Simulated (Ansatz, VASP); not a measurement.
**Cross-check of TiO2 (Rutile) between VASP and Ansatz**

One calculation is typed for both programs; each brings its own data sets. How far apart do they land? The structure shown is the start of the Ansatz relaxation below; VASP solves that cell, so the two are compared at the walk's first step.

Calculated with Ansatz 0.2.0; plane waves, with VASP 6.6.1 beside it; single point at LDA.

### Step 1. Starting point

It takes space group P4_2/mnm (No. 136, tetragonal). Conventional cell: a = 4.503 Å, b = 4.503 Å, c = 2.888 Å, α = 90.00°, β = 90.00°, γ = 90.00°. Ti has 6 O at 1.91 to 1.94 Å nearest. Nearest to O lie 3 Ti at 1.91 to 1.94 Å. Farther neighbours and most contacts between anions are not listed.

### Step 2. Ansatz: relaxation, LDA

Ansatz runs on its PAW soft_1 files.

The two programs are compared at the cell with which this relaxation starts, whose forces are those of its first step.

Input file input.yaml:

```yaml
crystal:
  lattice:
    - [4.5030169903, 0.0, 0.0]
    - [0.0, 4.5030169903, 0.0]
    - [0.0, 0.0, 2.8879725756]
  atoms:
    - { symbol: Ti, position: [0.0, 0.0, 0.0] }
    - { symbol: Ti, position: [0.5, 0.5, 0.5] }
    - { symbol: O, position: [0.3039442095, 0.3039442095, 0.0] }
    - { symbol: O, position: [0.1960557905, 0.8039442095, 0.5] }
    - { symbol: O, position: [0.6960557905, 0.6960557905, 0.0] }
    - { symbol: O, position: [0.8039442095, 0.1960557905, 0.5] }
kpoints:
  mp_grid: { grid: [6, 6, 12] }
hamiltonian:
  xc: lda
  pseudopotentials: { kind: paw, azcp: { folder: soft_1 }, xc_functional: pbe }
scf:
  occupations: { method: fixed }
  lower_state_search: "off"
output:
  forces: true
  stress: true
  eigenvalues: true
relax:
  adjacent_minimum: "off"
  f_tol: 0.001
  max_steps: 60
  cell: { stress_tol: 0.01, fix: [volume] }
```

Started as:

```bash
ansatz run input.yaml --threads 18 --pin off --max-ram 92160MiB --backend cuda --events-out ev --progress --plain --runs-dir out
```

Numbers of over 12 decimals in the logs are rounded to 6 here.

What it wrote:

```text
Engine: ansatz 0.2.0, aarch64-unknown-linux-gnu
Pseudopotentials: kind: paw
Pseudopotential: Ti, paw, valence charge 12, recommended cutoff 420 eV (normal), soft_1/Ti.paw.azcp
Pseudopotential: O, paw, valence charge 6, recommended cutoff 420 eV (normal), soft_1/O.paw.azcp
Functional definition: SPW92
  exchange = slater_x
  correlation = pw_c
[...]
Crystal: 6 atoms, lattice volume = 58.560 Å³
Basis set: ecut = 420 eV, 1153 PW (Γ)
Bands: 30, of which v1, the nominal top of the filled ones, is band 24 counted from 1 (23 counted from 0)
Symmetry: 16 space group operations
Space group: P42/mnm (ITA 136), of the structure as read, at distance tolerance 3.9e-5 Å
k-points: 70 of 432
Non-local potential: Ti, projectors of the file, l = 0: 3, l = 1: 2, l = 2: 3, l = 3: 1
Non-local potential: O, projectors of the file, l = 0: 2, l = 1: 2, l = 2: 1
PAW form: soft (Blöchl's): semilocal exchange-correlation on the pseudo side does not see the compensation charge
PAW frozen core: Ti, regenerated for the run's functional, and the local potential with it (the file was generated under x = pbe(κ = 0.804, μ = 0.219515), c = pbe(β = 0.066725))
PAW frozen core: O, regenerated for the run's functional, and the local potential with it (the file was generated under x = pbe(κ = 0.804, μ = 0.219515), c = pbe(β = 0.066725))
PAW one-centre angular grid: Ti, 590 points (default); XC on 64 Gauss nodes
PAW one-centre angular grid: O, 110 points (default); XC on 64 Gauss nodes
Initial density: superposition of atomic densities (chi_scale 0.1, normalization cell, long waves kept (reshape's long-wave potential 0.00 eV rms))
Initial wavefunctions: pseudopotential atomic-orbital guess
[...]
Functional: x = slater, c = lda
SCF iter   1: F=—  HF=-7130.792374 eV  |F-HF|=—  |Δ(HF+E_count)|=         —  Δρ=6.20e-2  dr2=2.10e0  ethr=3.10e-3  ⟨swp⟩=4.0  Hψ=7042  notcnv=0  defer=159
preconditioner: auto → Resta (q_TF=auto, 2.639 Å⁻¹)  ε∞=8.6  [insulator: Δε(μ)=2.073 eV  Ē_g=9.950 eV  n_scr=18 (ndim 8)  ℏωp=27.4 eV  f_vac=0.000  ε∞_Penn≈8.6]
SCF iter   2: F=—  HF=-7130.531689 eV  |F-HF|=—  |Δ(HF+E_count)|=   2.61e-1  Δρ=3.52e-2  dr2=6.27e-1  ethr=3.10e-3  ⟨swp⟩=2.3  Hψ=3685  notcnv=0  defer=118
[...]
SCF iter   8: F=-7130.371215 eV  HF=-7130.371215 eV  |F-HF|=1.21e-9  |Δ(HF+E_count)|=   9.34e-8  Δρ=4.73e-6  dr2=9.94e-9  ethr=2.08e-10  ⟨swp⟩=7.9  Hψ=8730  notcnv=0
SCF 1 converged in 8 iterations: F = -7130.371215 eV  dr2 = 9.94e-9
  greatest PAW one-centre occupation: 0.998 electrons in one spin orbital (limit 2), on the Ti atom at site 1 (counted from 0), in its partial waves of l = 0
relax step   1: F+E_penalty+E_count = -7130.37121477 eV  Δ(F+E_penalty+E_count) = +0.000e0 eV  max|allowed force component| = 1.117e-1 eV/Å  Δτ_max = 0.0000 Å  P = +8.564 GPa  Ω = 58.560 Å³  fix = [volume]  reactions: volume +8.564 GPa  (8 SCF iters, dr2 threshold 1.00e-7 eV, accepted)
[...]
relax step   2: F+E_penalty+E_count = -7130.37313988 eV  Δ(F+E_penalty+E_count) = -1.925e-3 eV  max|allowed force component| = 8.022e-2 eV/Å  Δτ_max = 0.0015 Å  P = +8.352 GPa  Ω = 58.560 Å³  fix = [volume]  reactions: volume +8.352 GPa  (5 SCF iters, dr2 threshold 6.00e-7 eV, accepted)
[...]
relax step   3: F+E_penalty+E_count = -7130.37460495 eV  Δ(F+E_penalty+E_count) = -1.465e-3 eV  max|allowed force component| = 3.628e-3 eV/Å  Δτ_max = 0.0045 Å  P = +7.977 GPa  Ω = 58.560 Å³  energy of the carried Pulay correction = -3.920e-17 eV  fix = [volume]  reactions: volume +7.977 GPa  (5 SCF iters, dr2 threshold 6.00e-7 eV, accepted)
[...]
relax step   4: F+E_penalty+E_count = -7130.37461005 eV  Δ(F+E_penalty+E_count) = -5.102e-6 eV  max|allowed force component| = 3.240e-4 eV/Å  Δτ_max = 0.0003 Å  P = +7.976 GPa  Ω = 58.560 Å³  energy of the carried Pulay correction = +2.352e-16 eV  fix = [volume]  reactions: volume +7.976 GPa  (4 SCF iters, dr2 threshold 6.56e-9 eV, accepted)
[...]
relax step   5: F+E_penalty+E_count = -7130.37470962 eV  Δ(F+E_penalty+E_count) = -9.957e-5 eV  max|allowed force component| = 3.436e-4 eV/Å  Δτ_max = 0.0000 Å  P = +7.977 GPa  Ω = 58.560 Å³  fix = [volume]  reactions: volume +7.977 GPa  stress off target by 9.32e-3 GPa on what of the cell is left free  SCF on the basis re-selected at this cell (its energy is not comparable with the rows above)  (7 SCF iters)
basis re-selected at this cell: Δ(F+E_penalty+E_count) = -9.957e-5 eV, ΔP = +0.001 GPa vs the last step (what re-selecting the basis moved, of the pressure what is left beyond the Pulay correction that the steps carried, after the strain that the cell walked since its last selection, with what the two solves' SCF thresholds leave and, on support functions, any second-order correction that the steps lacked; it is no m [...]
SCF converged after 7 iterations
Free energy (F): -7130.374710 eV
Harris-Foulkes:  -7130.374710 eV  (|F-HF|=9.09e-13)
Internal energy: -7130.374710 eV  (E = F + TS)
E sigma→0 (E₀):  -7130.374710 eV
Fermi energy:    9.686151 eV
--- Per-component energies (eV) ---
  E_band       = -360.642002
  E_kinetic    = 1234.820467
  E_local      = -3088.904068  (includes V_loc(G=0)·N_el)
  E_nonlocal   = 341.273862
  E_hartree    = 1164.893037
  E_xc         = -514.998098
  E_vxc        = -656.269416  (∫ρ·V_xc dr)
  E_paw        = -2591.134440  (= ΣΔE_a)
  E_vpaw       = -521.352029  (= ΣTr[D̂ρ^β])
  E_aug_tail   = 0.003098  (compensation charges beyond the density's cutoff)
  E_ewald      = -3677.368155
  E_core_change = 1.039587  (= ΣΔE_core)
  E_smearing   = -0.000000  (= −TS)
  E_closure    = -0.000000  (closes the sum)
  Σ components = -7130.374710   (vs F -7130.374710, Δ=0.00e0)
--- Forces (eV/Å), atoms counted from 1 ---
  atom   1  Ti     0.00000000     0.00000000     0.00000000
  atom   2  Ti     0.00000000     0.00000000     0.00000000
  atom   3  O     -0.00034360    -0.00034360     0.00000000
  atom   4  O      0.00034360    -0.00034360     0.00000000
  atom   5  O      0.00034360     0.00034360     0.00000000
  atom   6  O     -0.00034360     0.00034360     0.00000000
  max |Σ_I F_I| component: 2.17e-18 eV/Å
--- Stress (GPa, compression-positive) ---
        7.972628       0.000000       0.000000
        0.000000       7.972628       0.000000
        0.000000       0.000000       7.986613
  P = ⅓ Tr σ = 7.9773 GPa (79.773 kbar)
--- Band table (eV; the first three rows and the last of 70) ---
  k-point 0: bands = [... 20 lower, 8.9738, 9.2057, 9.2057, 9.6862, 11.5763, 11.8668, 12.1594, 12.2997, ... 2 higher]
  k-point 1: bands = [... 20 lower, 8.6392, 9.0489, 9.0489, 9.6440, 11.7930, 11.9555, 12.1095, 12.4028, ... 2 higher]
  k-point 2: bands = [... 20 lower, 7.8988, 8.6377, 8.6377, 9.4762, 12.0177, 12.1452, 12.2327, 12.6670, ... 2 higher]
  k-point 69: bands = [... 20 lower, 8.2110, 8.2110, 9.0100, 9.0100, 12.4224, 12.4224, 13.0422, 13.0422, ... 2 higher]
--- Relaxed structure (4 steps of the walk, 4 accepted, 1 SCFs on fresh bases) ---
  F+E_penalty+E_count = -7130.37470962 eV   max|allowed force component| = 3.436e-4 eV/Å   (the final SCF, on the basis selected at the relaxed cell)
  cell:  # Å, volume = 58.5599 Å³
    - [4.494016, 0, 0.0]
    - [0, 4.494016, 0.0]
    - [0.0, 0.0, 2.899553]
  atoms:
    - { symbol: Ti, position: [0, 0, 0.0] }
    - { symbol: Ti, position: [0.5, 0.5, 0.500000] }
    - { symbol: O, position: [0.303055, 0.303055, 0.0] }
    - { symbol: O, position: [0.196945, 0.803055, 0.500000] }
    - { symbol: O, position: [0.696945, 0.696945, 0.0] }
    - { symbol: O, position: [0.803055, 0.196945, 0.500000] }
```

### Step 3. VASP: single point, LDA, start cell, pair 1

The same cell, functional (in two slightly different forms) and mesh now go to VASP, with its own data sets.

Lines of VASP's logs that name or quote its potential files are left out, and so is its time.

Input file INCAR:

```
SYSTEM = TiO2
PREC = Accurate
ENCUT = 520
EDIFF = 1E-06
NELM = 120
ISMEAR = 0
SIGMA = 0.01
LREAL = .FALSE.
ALGO = Normal
GGA = CA
NBANDS = 30
LASPH = .TRUE.
LORBIT = 11
LWAVE = .FALSE.
LCHARG = .FALSE.
ISIF = 2
GGA_COMPAT = .FALSE.
EFERMI = MIDGAP
KPAR = 2
```

Input file POSCAR:

```
TiO2
1.0
    4.5030170000      0.0000000000      0.0000000000
    0.0000000000      4.5030170000      0.0000000000
    0.0000000000      0.0000000000      2.8879730000
Ti O
2 4
Direct
    0.0000000000      0.0000000000      0.0000000000
    0.4999998890      0.4999998890      0.4999998269
    0.3039442223      0.3039442223      0.0000000000
    0.1960558888      0.8039441112      0.4999998269
    0.6960557777      0.6960557777      0.0000000000
    0.8039441112      0.1960558888      0.4999998269
```

Input file KPOINTS:

```
Automatic mesh
0
Gamma
6 6 12
0 0 0
```

PAW data sets: Ti_sv and O (LDA family, release 64).

Started as:

```bash
mpirun -np 2 vasp_std
```

What it wrote:

```text
[banner, memory and clock lines left out]
running    2 mpi-ranks, on    1 nodes
 distrk:  each k-point on    1 cores,    2 groups
 distr:  one band on    1 cores,    1 groups

 POSCAR found type information on POSCAR TiO
 POSCAR found :  2 types and       6 ions
 LDA part: xc-table for (Slater(with rela. corr.)+CA(PZ))
 , standard interpolation
 POSCAR, INCAR and KPOINTS ok, starting setup
 FFT: planning ... GRIDC
 FFT: planning ... GRID_SOFT
 FFT: planning ... GRID
 WAVECAR not read
 entering main loop
       N       E                     dE             d eps       ncg     rms          rms(c)
DAV:   1     0.659762666853E+03    0.65976E+03   -0.24832E+04  4200   0.190E+03
DAV:   2     0.314861666802E+02   -0.62828E+03   -0.59680E+03  4556   0.557E+02
DAV:   3    -0.704622027522E+02   -0.10195E+03   -0.99054E+02  6406   0.203E+02
DAV:   4    -0.750469079731E+02   -0.45847E+01   -0.45799E+01  5590   0.429E+01
DAV:   5    -0.752138947713E+02   -0.16699E+00   -0.16696E+00  5706   0.709E+00    0.333E+01
DAV:   6    -0.591841439880E+02    0.16030E+02   -0.95208E+01  5098   0.989E+01    0.116E+01
DAV:   7    -0.589177616226E+02    0.26638E+00   -0.13557E+01  5064   0.316E+01    0.898E+00
DAV:   8    -0.588870198526E+02    0.30742E-01   -0.31638E+00  4956   0.185E+01    0.401E+00
DAV:   9    -0.587094774501E+02    0.17754E+00   -0.10768E+00  4932   0.104E+01    0.996E-01
DAV:  10    -0.587174311840E+02   -0.79537E-02   -0.92965E-02  5168   0.241E+00    0.474E-01
DAV:  11    -0.587138619554E+02    0.35692E-02   -0.13909E-02  5536   0.891E-01    0.835E-02
DAV:  12    -0.587140333707E+02   -0.17142E-03   -0.15658E-03  4412   0.446E-01    0.164E-01
DAV:  13    -0.587138166187E+02    0.21675E-03   -0.72375E-04  5078   0.287E-01    0.293E-02
DAV:  14    -0.587138147234E+02    0.18953E-05   -0.45701E-05  5200   0.573E-02    0.106E-02
DAV:  15    -0.587138152458E+02   -0.52243E-06   -0.35341E-06  3996   0.136E-02
   1 F= -.58713815E+02 E0= -.58713815E+02  d E =0.000000E+00
```

From OUTCAR (step 3):

```text
ion  position               nearest neighbor table
   1  0.000  0.000  0.000-   4 1.91   6 1.91   4 1.91   6 1.91   5 1.94   3 1.94
   2  0.500  0.500  0.500-   3 1.91   3 1.91   5 1.91   5 1.91   4 1.94   6 1.94
   3  0.304  0.304  0.000-   2 1.91   2 1.91   1 1.94
   4  0.196  0.804  0.500-   1 1.91   1 1.91   2 1.94
   5  0.696  0.696  0.000-   2 1.91   2 1.91   1 1.94
   6  0.804  0.196  0.500-   1 1.91   1 1.91   2 1.94

  LATTYP: Found a simple tetragonal cell.
 ALAT       =     4.5030170000
 C/A-ratio  =     0.6413417937

 Subroutine GETGRP returns: Found 16 space group operations
 (whereof  8 operations were pure point group operations)

The static configuration has the point symmetry D_2h.
 The point group associated with its full space group is D_4h.

 Found     70 irreducible k-points:

   k-points           NKPTS =     70   k-points in BZ     NKDIM =     70   number of bands    NBANDS=     30

   dimension x,y,z NGX =    36 NGY =   36 NGZ =   24
   dimension x,y,z NGXF=    72 NGYF=   72 NGZF=   48

   ENCUT  =  520.0 eV  38.22 Ry    6.18 a.u.   8.37  8.37  5.37*2*pi/ulx,y,z

   NELECT =      48.0000    total number of electrons

 k-points in reciprocal lattice and weights: Automatic mesh
   0.00000000  0.00000000  0.00000000       0.002
   0.16666667  0.00000000  0.00000000       0.009
   0.33333333  0.00000000  0.00000000       0.009
   0.50000000  0.00000000  0.00000000       0.005
   0.16666667  0.16666667  0.00000000       0.009
   0.33333333  0.16666667  0.00000000       0.019
   0.50000000  0.16666667  0.00000000       0.009
   0.33333333  0.33333333  0.00000000       0.009
   0.50000000  0.33333333  0.00000000       0.009
[...]
0.50000000  0.33333333  0.50000000       0.009
   0.50000000  0.50000000  0.50000000       0.002

 average (electrostatic) potential at core
       1 -75.4010       2 -75.4011       3 -69.8554       4 -69.8553       5 -69.8553
       6 -69.8553

 E-fermi :   6.1940

 k-point     1 :       0.0000    0.0000    0.0000
  band No.  band energies     occupation
    ...
     20       3.2138      2.00000
     21       4.5597      2.00000
     22       4.7699      2.00000
     23       4.7699      2.00000
     24       5.2449      2.00000
     25       7.1431      0.00000
     26       7.4507      0.00000
     27       7.7591      0.00000
     28       7.8817      0.00000
     29       7.8818      0.00000
    ...

 k-point     2 :       0.1667    0.0000    0.0000
  band No.  band energies     occupation
    ...
     20       3.2190      2.00000
     21       4.2338      2.00000
     22       4.3606      2.00000
     23       4.5217      2.00000
     24       5.1366      2.00000
     25       7.3182      0.00000
     26       7.6681      0.00000
     27       7.9875      0.00000
     28       8.0098      0.00000
     29       8.0613      0.00000
    ...

 k-point     3 :       0.3333    0.0000    0.0000
  band No.  band energies     occupation
    ...
     20       3.0871      2.00000
     21       3.2931      2.00000
     22       3.9334      2.00000
     23       4.2733      2.00000
     24       4.8059      2.00000
     25       7.6549      0.00000
     26       7.9225      0.00000
     27       8.2961      0.00000
     28       8.3822      0.00000
     29       8.4898      0.00000
    ...

  Total        3.2784197      3.2784197      4.2575188      0.0000000      0.0000000      0.0000000
  in kB       89.6963635     89.6963635    116.4841567      0.0000000      0.0000000      0.0000000
  external PRESSURE =      98.6256279 kB  Pullay stress =       0.0000000 kB

  energy-cutoff  :      520.00
  volume of cell :       58.56
      direct lattice vectors                 reciprocal lattice vectors
     4.503017000  0.000000000  0.000000000     0.222073334  0.000000000  0.000000000
     0.000000000  4.503017000  0.000000000     0.000000000  0.222073334  0.000000000
     0.000000000  0.000000000  2.887973000     0.000000000  0.000000000  0.346263625

 POSITION                                       TOTAL-FORCE (eV/Angst)
 -----------------------------------------------------------------------------------
      0.00000      0.00000      0.00000         0.000000      0.000000      0.000000
      2.25151      2.25151      1.44399         0.000000      0.000000      0.000000
      1.36867      1.36867      0.00000        -0.136593     -0.136593      0.000000
      0.88284      3.62017      1.44399         0.136593     -0.136593      0.000000
      3.13435      3.13435      0.00000         0.136593      0.136593      0.000000
      3.62017      0.88284      1.44399        -0.136593      0.136593      0.000000
 -----------------------------------------------------------------------------------
    total drift:                                0.000974      0.000974      0.001896

  FREE ENERGIE OF THE ION-ELECTRON SYSTEM (eV)
  ---------------------------------------------------
  free  energy   TOTEN  =       -58.7138152458 eV

  energy  without entropy=      -58.7138152458  energy(sigma->0) =      -58.71381525

 total charge
# of ion       s       p       d       tot
------------------------------------------
    1        2.245   6.356   1.827  10.428
    2        2.245   6.356   1.827  10.428
    3        1.565   3.513   0.000   5.078
    4        1.565   3.513   0.000   5.078
    5        1.565   3.513   0.000   5.078
    6        1.565   3.513   0.000   5.078
--------------------------------------------------
tot         10.751  26.762   3.654  41.168

[... 3 further parts left out ...]
```

This run has no spin polarisation, so a moment on Ti, if there is one, isn't seen.

### Step 4. Side by side

Known differences besides the potentials themselves: the two LDA forms differ slightly; fixed occupations in Ansatz, narrow Gaussian smearing in VASP; the cutoff is 420 eV in Ansatz and 520 eV in VASP; VASP's log shows a relativistic correction to its local exchange, Ansatz's none. Total energies have different zeros and are not compared.

Forces (eV/Å; atoms numbered as in POSCAR):

```csv
atom,"Ansatz x, y, z","VASP x, y, z"
Ti1,"0.000, 0.000, 0.000","0.000, 0.000, 0.000"
Ti2,"0.000, 0.000, 0.000","0.000, 0.000, 0.000"
O3,"-0.112, -0.112, 0.000","-0.137, -0.137, 0.000"
O4,"0.112, -0.112, 0.000","0.137, -0.137, 0.000"
O5,"0.112, 0.112, 0.000","0.137, 0.137, 0.000"
O6,"-0.112, 0.112, 0.000","-0.137, 0.137, 0.000"
```

The forces differ by 17 meV/Å r.m.s., which is 18.3 % of the r.m.s. force of 0.091 eV/Å (both taken over all components).

### Step 5. Other set-ups

Further runs change the set-up of one program: Ansatz's method, potentials or start, or VASP's data sets, cutoff or form of LDA. The table gives that difference for each run.

```csv
run,r.m.s. force difference (meV/Å)
as above,17
VASP with a cutoff of 600 eV (perhaps on Ansatz's relaxed cell),13
```

### Step 6. Ansatz: relaxation, LDA

The two programs are compared at the cell with which this relaxation starts, whose forces are those of its first step. The cell compared in this pair holds 59.47 Å³, against 58.56 Å³ for the pair before.

The structure compared here is the start of the Ansatz relaxation; VASP solves that cell, so the two are compared at the walk's first step.

input.yaml: that of step 2 with these lines changed.

```diff
@@ -2,5 +2,5 @@
   lattice:
-    - [4.5030169903, 0.0, 0.0]
-    - [0.0, 4.5030169903, 0.0]
-    - [0.0, 0.0, 2.8879725756]
+    - [4.526109789, 0.0, 0.0]
+    - [0.0, 4.526109789, 0.0]
+    - [0.0, 0.0, 2.9027829504]
   atoms:
```

Started as:

```bash
ansatz run input.yaml --threads 18 --pin off --max-ram 92160MiB --backend cuda --events-out ev --progress --plain --runs-dir out
```

What it wrote:

```text
[...]
Crystal: 6 atoms, lattice volume = 59.465 Å³
Basis set: ecut = 420 eV, 1161 PW (Γ)
Bands: 30, of which v1, the nominal top of the filled ones, is band 24 counted from 1 (23 counted from 0)
Symmetry: 16 space group operations
[...]
k-points: 70 of 432
[...]
cell:  # Å, volume = 59.4655 Å³
    - [4.521417, 0, 0]
    - [0, 4.521417, 0]
    - [0, 0, 2.908811]
  atoms:
    - { symbol: Ti, position: [0, 0, 0] }
    - { symbol: Ti, position: [0.5, 0.5, 0.5] }
    - { symbol: O, position: [0.303476, 0.303476, 0] }
    - { symbol: O, position: [0.196524, 0.803476, 0.5] }
    - { symbol: O, position: [0.696524, 0.696524, 0] }
    - { symbol: O, position: [0.803476, 0.196524, 0.5] }
[key lines of the parts left out:]
SCF converged after 6 iterations
Free energy (F): -7130.407754 eV
Fermi energy:    9.432819 eV
P = ⅓ Tr σ = 3.8082 GPa (38.082 kbar)
```

[end of part 1 of 2]

[Lines on the potential files, build, host, timing and source positions are cut from VASP's logs without a mark.]

[Logs are printed without paths, hosts, clocks, repeated set-up lines and the standing remarks that a program may print on its own settings, such as how far it seeks lower states.]

[Hosts, paths, dates, database ids (printed as entryN), source tags and the programs' standing remarks are cut or masked in the printed files.]

[Rows of further runs with another cutoff or data set may stand on the cell that Ansatz relaxed, not on the start cell of the pair above them.]
